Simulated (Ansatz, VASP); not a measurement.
# Ti5Sn3 (Ti5Sn3 (P6_3/mcm)): VASP beside Ansatz

One calculation is typed for both programs; each brings its own data sets. How far apart do they land? The cell is taken from a series of runs on this material, whose earlier steps may have relaxed, scaled, displaced or heated it; both programs get it as it stands.

Method: plane waves, with VASP 6.6.1 beside it; PBEsol, in Ansatz 0.2.0.

## (1) The structure

Symmetry: P6_3/mcm, No. 193, hexagonal system. Conventional cell: a = 8.044 Å, b = 8.044 Å, c = 5.426 Å, α = 90.00°, β = 90.00°, γ = 120.00°. Nearest to Ti lie 5 Sn at 2.75 to 2.96 Å. Ti has 2 Ti at 2.71 Å and 6 Sn at 2.83 Å nearest. Nearest to Sn lie 9 Ti at 2.75 to 2.96 Å. Farther neighbours are not listed.

Coordinates:

```cif
data_structure
_symmetry_space_group_name_H-M 'P6_3/mcm'
_symmetry_Int_Tables_number 193
_cell_length_a 8.0440
_cell_length_b 8.0440
_cell_length_c 5.4259
_cell_angle_alpha 90.000
_cell_angle_beta 90.000
_cell_angle_gamma 120.000
_cell_volume 304.05
loop_
_atom_site_label
_atom_site_type_symbol
_atom_site_symmetry_multiplicity
_atom_site_Wyckoff_symbol
_atom_site_fract_x
_atom_site_fract_y
_atom_site_fract_z
_atom_site_occupancy
Ti1 Ti 6 g 0.24338 0.00000 0.25000 1
Ti2 Ti 4 d 0.33333 0.66667 0.00000 1
Sn1 Sn 6 g 0.60863 0.00000 0.25000 1
```

## (2) Ansatz: relaxation of cell and atoms, PBEsol

Ansatz runs on its PAW soft_1 files.

The relaxed volume is the usual yardstick between codes: in a stiff, nearly cubic crystal its relative difference is about their pressure difference at one cell divided by the bulk modulus.

File input.yaml:

```yaml
crystal:
  lattice:
    - [8.0440308, 0.0, 0.0]
    - [-4.0220154, 6.9663351, 0.0]
    - [0.0, 0.0, 5.425855]
  atoms:
    - { symbol: Ti, position: [0.2433844, 0.0, 0.25] }
    - { symbol: Ti, position: [0.2433844, 0.2433844, 0.75] }
    - { symbol: Ti, position: [0.0, 0.7566156, 0.75] }
    - { symbol: Ti, position: [0.0, 0.2433844, 0.25] }
    - { symbol: Ti, position: [0.7566156, 0.7566156, 0.25] }
    - { symbol: Ti, position: [0.7566156, 0.0, 0.75] }
    - { symbol: Ti, position: [0.33333333, 0.66666667, 0.0] }
    - { symbol: Ti, position: [0.66666667, 0.33333333, 0.5] }
    - { symbol: Ti, position: [0.66666667, 0.33333333, 0.0] }
    - { symbol: Ti, position: [0.33333333, 0.66666667, 0.5] }
    - { symbol: Sn, position: [0.60863286, 0.0, 0.25] }
    - { symbol: Sn, position: [0.60863286, 0.60863286, 0.75] }
    - { symbol: Sn, position: [0.0, 0.39136714, 0.75] }
    - { symbol: Sn, position: [0.0, 0.60863286, 0.25] }
    - { symbol: Sn, position: [0.39136714, 0.39136714, 0.25] }
    - { symbol: Sn, position: [0.39136714, 0.0, 0.75] }
basis:
  ecutwfc: 420
  xc_grid: 2
hamiltonian:
  xc: pbesol
  pseudopotentials: { kind: paw, azcp: { folder: soft_1 }, xc_functional: pbe }
kpoints:
  mp_grid: { grid: [6, 6, 7] }
scf:
  occupations: { method: fermi_dirac, width: 0.05 }
  max_iter: 150
output:
  forces: true
  stress: true
relax:
  f_tol: 0.01
  max_steps: 60
  cell: {}
checkpoint:
  write: "../pbesol.run"
  compress: false
  write_wavefunctions: false
  write_every: 100000
```

Run with:

```sh
ansatz run input.yaml --threads 4 --pin off --max-ram 7536MiB --backend cpu --events-out ev --progress --plain --runs-dir out
```

Numbers of over 12 decimals in the logs are rounded to 6 here.

The program printed:

```text
Engine: ansatz 0.2.0, aarch64-unknown-linux-gnu
Pseudopotentials: kind: paw
Pseudopotential: Ti, paw, valence charge 12, recommended cutoff 420 eV (normal), soft_1/Ti.paw.azcp
Pseudopotential: Sn, paw, valence charge 14, recommended cutoff 420 eV (normal), soft_1/Sn.paw.azcp
Functional definition: PBEsol
  exchange = pbesol_x
  correlation = pbesol_c
Crystal: 16 atoms, lattice volume = 304.051 Å³
Basis set: ecut = 420 eV, 5977 PW (Γ), exchange–correlation on 108×108×80 points (8 copies of the dense FFT grid, shifted against one another)
Bands: 123, of which v1, the nominal top of the filled ones, is band 102 counted from 1 (101 counted from 0)
Symmetry: 24 space group operations
Space group: P63/mcm (ITA 193), of the structure as read, at distance tolerance 6.7e-5 Å
k-points: 28 of 252
Non-local potential: Ti, projectors of the file, l = 0: 3, l = 1: 2, l = 2: 3, l = 3: 1
Non-local potential: Sn, projectors of the file, l = 0: 2, l = 1: 2, l = 2: 2, l = 3: 1
PAW form: soft (Blöchl's): semilocal exchange-correlation on the pseudo side does not see the compensation charge
PAW frozen core: Ti, regenerated for the run's functional, and the local potential with it (the file was generated under x = pbe(κ = 0.804, μ = 0.219515), c = pbe(β = 0.066725))
PAW frozen core: Sn, regenerated for the run's functional, and the local potential with it (the file was generated under x = pbe(κ = 0.804, μ = 0.219515), c = pbe(β = 0.066725))
PAW one-centre angular grid: Ti, 590 points (default); XC on 64 Gauss nodes
PAW one-centre angular grid: Sn, 590 points (default); XC on 64 Gauss nodes
Initial density: superposition of atomic densities (chi_scale 0.1, normalization cell, long waves kept (reshape's long-wave potential 0.03 eV rms))
Initial wavefunctions: pseudopotential atomic-orbital guess
Functional: x = pbesol(κ = 0.804, μ = 0.123457), c = pbesol(β = 0.046)
SCF iter   1: F=—  HF=-60449.021919 eV  |F-HF|=—  |Δ(HF+E_count)|=         —  Δρ=5.76e-2  dr2=2.42e1  ethr=3.10e-3  ⟨swp⟩=6.0  Hψ=11835  notcnv=0
preconditioner: auto → Kerker (q_TF=auto, 2.553 Å⁻¹)  [metal: Δε(μ)=0.019 eV  Ē_g=11.639 eV  σ=0.050 eV  W_gap=0.10  n_scr=82 (ndim 8)  ℏωp=23.7 eV  f_vac=0.000  D(μ)=8.48/eV (n_scr^D=56)]
SCF iter   2: F=—  HF=-60445.998804 eV  |F-HF|=—  |Δ(HF+E_count)|=    3.02e0  Δρ=2.90e-2  dr2=5.89e0  ethr=3.10e-3  ⟨swp⟩=3.0  Hψ=6351  notcnv=0  defer=73
SCF iter   3: F=—  HF=-60444.853537 eV  |F-HF|=—  |Δ(HF+E_count)|=    1.15e0  Δρ=6.75e-3  dr2=2.64e-1  ethr=2.89e-3  ⟨swp⟩=2.4  Hψ=4750  notcnv=0  defer=73
SCF iter   4: F=—  HF=-60444.783595 eV  |F-HF|=—  |Δ(HF+E_count)|=   6.99e-2  Δρ=2.63e-3  dr2=2.71e-2  ethr=1.29e-4  ⟨swp⟩=3.2  Hψ=5658  notcnv=0  defer=69
SCF iter   5: F=—  HF=-60444.772887 eV  |F-HF|=—  |Δ(HF+E_count)|=   1.07e-2  Δρ=6.22e-4  dr2=1.15e-3  ethr=1.33e-5  ⟨swp⟩=2.3  Hψ=6227  notcnv=0  defer=65
SCF iter   6: F=—  HF=-60444.772611 eV  |F-HF|=—  |Δ(HF+E_count)|=   2.76e-4  Δρ=1.69e-4  dr2=8.02e-5  ethr=5.65e-7  ⟨swp⟩=2.6  Hψ=6412  notcnv=0  defer=65
SCF iter   7: F=—  HF=-60444.772791 eV  |F-HF|=—  |Δ(HF+E_count)|=   1.80e-4  Δρ=3.92e-5  dr2=5.14e-6  ethr=3.93e-8  ⟨swp⟩=2.0  Hψ=4301  notcnv=0  defer=65
SCF iter   8: F=—  HF=-60444.772790 eV  |F-HF|=—  |Δ(HF+E_count)|=   1.10e-6  Δρ=1.02e-5  dr2=6.02e-7  ethr=2.52e-9  ⟨swp⟩=2.0  Hψ=5148  notcnv=0  defer=65
SCF iter   9: F=-60444.772790 eV  HF=-60444.772790 eV  |F-HF|=1.69e-8  |Δ(HF+E_count)|=   1.53e-8  Δρ=2.79e-6  dr2=2.67e-8  ethr=4.90e-11  ⟨swp⟩=4.7  Hψ=10358  notcnv=0
SCF 1 converged in 9 iterations: F = -60444.772790 eV  dr2 = 2.67e-8
  greatest PAW one-centre occupation: 0.998 electrons in one spin orbital (limit 2), on the Ti atom at site 5 (counted from 0), in its partial waves of l = 0
relax step   1: F+E_penalty+E_count = -60444.77279021 eV  Δ(F+E_penalty+E_count) = +0.000e0 eV  max|allowed force component| = 5.201e-2 eV/Å  Δτ_max = 0.0000 Å  P = -2.975 GPa  Ω = 304.051 Å³  (9 SCF iters, dr2 threshold 1.00e-7 eV, accepted)
[...]
relax step   3: F+E_penalty+E_count = -60444.84785711 eV  Δ(F+E_penalty+E_count) = -7.507e-2 eV  max|allowed force component| = 1.218e-2 eV/Å  Δτ_max = 0.0029 Å  P = -0.240 GPa  Ω = 296.757 Å³  energy of the carried Pulay correction = +1.062e-3 eV  (10 SCF iters, accepted)
[...]
relax step   4: F+E_penalty+E_count = -60444.84842405 eV  Δ(F+E_penalty+E_count) = -5.669e-4 eV  max|allowed force component| = 2.269e-3 eV/Å  Δτ_max = 0.0010 Å  P = -0.006 GPa  Ω = 296.187 Å³  energy of the carried Pulay correction = +1.146e-3 eV  (6 SCF iters, dr2 threshold 1.61e-7 eV, accepted)
[...]
relax step   5: F+E_penalty+E_count = -60444.84712973 eV  Δ(F+E_penalty+E_count) = +1.294e-3 eV  max|allowed force component| = 2.243e-3 eV/Å  Δτ_max = 0.0000 Å  P = -0.001 GPa  Ω = 296.187 Å³  stress off target by 1.83e-2 GPa  SCF on the basis re-selected at this cell (its energy is not comparable with the rows above)  (6 SCF iters)
basis re-selected at this cell: Δ(F+E_penalty+E_count) = +1.294e-3 eV, ΔP = +0.005 GPa vs the last step (what re-selecting the basis moved, of the pressure what is left beyond the Pulay correction that the steps carried, after the strain that the cell walked since its last selection, with what the two solves' SCF thresholds leave and, on support functions, any second-order correction that the steps lacked; it is no measure of the basis error at this ecutwfc). The dense FFT grid was sized anew with the basis: this SCF ran on 54×54×36 points, the steps before it on 54×54×40, so part of this shift can come from that change (see relax.cell in the input reference). [rest of the remark cut]
SCF converged after 6 iterations
Free energy (F): -60444.847130 eV
Harris-Foulkes:  -60444.847130 eV  (|F-HF|=1.46e-11)
Internal energy: -60444.750626 eV  (E = F + TS)
E sigma→0 (E₀):  -60444.798878 eV
Entropy (-TS):   -0.096504 eV (-6.032 meV/atom)
Fermi energy:    13.906576 eV
--- Per-component energies (eV) ---
  E_band       = -1730.629687
  E_kinetic    = 3831.783785
  E_local      = -14107.178154  (includes V_loc(G=0)·N_el)
  E_nonlocal   = 1508.810821
  E_hartree    = 6330.021121
  E_xc         = -1909.572584
  E_vxc        = -1944.599973  (∫ρ·V_xc dr)
  E_paw        = -35951.782790  (= ΣΔE_a)
  E_vpaw       = -3679.489504  (= ΣTr[D̂ρ^β])
  E_aug_tail   = 0.000965  (compensation charges beyond the density's cutoff)
  E_ewald      = -20149.936672
  E_core_change = 3.102882  (= ΣΔE_core)
  E_smearing   = -0.096504  (= −TS)
  E_closure    = -0.000000  (closes the sum)
  Σ components = -60444.847130   (vs F -60444.847130, Δ=0.00e0)
--- Forces (eV/Å), atoms counted from 1 ---
  atom   1  Ti     0.00224327     0.00000000     0.00000000
  atom   2  Ti     0.00112164     0.00194273     0.00000000
  atom   3  Ti     0.00112164    -0.00194273     0.00000000
  atom   4  Ti    -0.00112164     0.00194273     0.00000000
  atom   5  Ti    -0.00112164    -0.00194273     0.00000000
  atom   6  Ti    -0.00224327    -0.00000000     0.00000000
  atom   7  Ti     0.00000000     0.00000000     0.00000000
  atom   8  Ti     0.00000000    -0.00000000     0.00000000
  atom   9  Ti     0.00000000    -0.00000000    -0.00000000
  atom  10  Ti     0.00000000     0.00000000    -0.00000000
  atom  11  Sn     0.00088874     0.00000000     0.00000000
  atom  12  Sn     0.00044437     0.00076967     0.00000000
  atom  13  Sn     0.00044437    -0.00076967     0.00000000
  atom  14  Sn    -0.00044437     0.00076967     0.00000000
  atom  15  Sn    -0.00044437    -0.00076967     0.00000000
  atom  16  Sn    -0.00088874    -0.00000000     0.00000000
  max |Σ_I F_I| component: 1.20e-17 eV/Å
--- Stress (GPa, compression-positive) ---
        0.007376      -0.000000       0.000000
       -0.000000       0.007376       0.000000
        0.000000       0.000000      -0.018316
  P = ⅓ Tr σ = -0.0012 GPa (-0.012 kbar)
--- Relaxed structure (4 steps of the walk, 3 accepted, 1 SCFs on fresh bases) ---
  F+E_penalty+E_count = -60444.84712973 eV   max|allowed force component| = 2.243e-3 eV/Å   (the final SCF, on the basis selected at the relaxed cell)
  cell:  # Å, volume = 296.1867 Å³
    - [7.978690, 0.0, 0.0]
    - [-3.989345, 6.909748, 0.0]
    - [0.0, 0.0, 5.372442]
  atoms:
    - { symbol: Ti, position: [0.243034, 0, 0.25] }
    - { symbol: Ti, position: [0.243034, 0.243034, 0.75] }
    - { symbol: Ti, position: [0.0, 0.756966, 0.75] }
    - { symbol: Ti, position: [-1.3877787807814457e-17, 0.243034, 0.25] }
    - { symbol: Ti, position: [0.756966, 0.756966, 0.25] }
    - { symbol: Ti, position: [0.756966, 0, 0.75] }
    - { symbol: Ti, position: [0.333333, 0.666667, 0] }
    - { symbol: Ti, position: [0.666667, 0.333333, 0.5] }
    - { symbol: Ti, position: [0.666667, 0.333333, 0] }
    - { symbol: Ti, position: [0.333333, 0.666667, 0.5] }
    - { symbol: Sn, position: [0.608396, 0, 0.25] }
    - { symbol: Sn, position: [0.608396, 0.608396, 0.75] }
    - { symbol: Sn, position: [-2.7755575615628914e-17, 0.391604, 0.75] }
    - { symbol: Sn, position: [0.0, 0.608396, 0.25] }
    - { symbol: Sn, position: [0.391604, 0.391604, 0.25] }
    - { symbol: Sn, position: [0.391604, 0, 0.75] }
```

(Continued in part 2 of 2.)

[Lines on the potential files, build, host, timing and source positions are cut from VASP's logs without a mark.]

[Logs are printed without paths, hosts, clocks, repeated set-up lines and the standing remarks that a program may print on its own settings, such as how far it seeks lower states.]

[Hosts, paths, dates, database ids (printed as entryN), source tags and the programs' standing remarks are cut or masked in the printed files.]
